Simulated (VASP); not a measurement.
Given:

```
CELL_PARAMETERS angstrom
      3.80114     0.00000     0.00000
     -1.90057     3.29188     0.00000
      0.00000     0.00000     5.29786
ATOMIC_POSITIONS crystal
  Ru 0.00000 0.00000 0.00000
  Ru 0.00000 0.00000 0.50000
  P  0.33333 0.66667 0.25000
  P  0.66667 0.33333 0.75000
```

Method: PBE GGA, VASP's PBE PAW potentials (set 64) (plane waves; VASP). Settings: 300 eV cut-off, 8×8×5 Γ-centred mesh, Gaussian smearing of 0.10 eV, potentials Ru_pv P.

Problem. Give the energies of bands 9 to 22 at the high-symmetry points, in eV from the Fermi level.

Solution. 
```csv
band,Γ,M,K,A,L,H
9,-5.95,-6.28,-5.88,-3.90,-5.58,-5.17
10,-4.99,-4.88,-5.21,-3.90,-5.58,-5.17
11,-4.99,-4.16,-5.21,-3.90,-3.87,-4.12
12,-4.14,-4.00,-3.48,-3.90,-3.87,-4.12
13,-2.73,-3.00,-3.48,-3.56,-3.12,-3.59
14,-2.73,-2.81,-2.79,-3.56,-3.12,-3.59
15,-1.86,-2.24,-1.79,-1.74,-1.75,-1.54
16,-1.86,-1.30,-1.15,-1.74,-1.75,-1.54
17,-0.08,-1.23,-1.15,-1.74,-0.87,-1.45
18,-0.08,-0.83,-0.20,-1.74,-0.87,-1.45
19,0.13,-0.36,-0.11,-0.31,-0.70,0.06
20,0.13,0.10,-0.11,-0.31,-0.70,0.06
21,1.20,0.13,1.16,3.06,1.66,0.28
22,2.99,1.25,1.16,3.06,1.66,0.28
```

It has no gap at this level: it comes out as a metal or semimetal.

The structure was generated: PRu was put into an ordered model structure, which need not be its known phase. The cell was not relaxed at this level.
